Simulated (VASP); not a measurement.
Consider the following.

```yaml
crystal:
  lattice:
    - [3.95908, 0.00000, 0.00000]
    - [-1.97954, 3.42867, 0.00000]
    - [0.00000, 0.00000, 6.15596]
  atoms:
    - { symbol: La, position: [0.66667, 0.33333, 0.75376] }
    - { symbol: La, position: [0.33333, 0.66667, 0.24624] }
    - { symbol: O, position: [0.66667, 0.33333, 0.35411] }
    - { symbol: O, position: [0.33333, 0.66667, 0.64589] }
    - { symbol: O, position: [0.00000, 0.00000, 0.00000] }
```

Computed with PBE GGA, VASP's PBE PAW potentials (set 64) (plane waves; VASP). Run with 400 eV cut-off, 7×7×4 Γ-centred mesh, Gaussian smearing of 0.010 eV, potentials La O.

At this cut-off the stress carries a Pulay error, which pulls relaxed volumes low.

Problem. Give the force on each atom (eV/Å).

Solution. 
```csv
atom,Fx,Fy,Fz
La1,0.000,0.000,-0.158
La2,0.000,0.000,0.158
O3,0.000,0.000,-0.023
O4,0.000,0.000,0.023
O5,0.000,0.000,0.000
```

Problem. Give the stress tensor in GPa (positive for a compressed cell).

Solution. 
```
-5.08   0.00   0.00
 0.00  -5.08   0.00
 0.00   0.00  -4.08
```
The pressure is its mean diagonal, -4.74 GPa.

The structure comes from a computed database's La2O3 entry; how it stands against other phases isn't given here. The cell was not relaxed at this level.
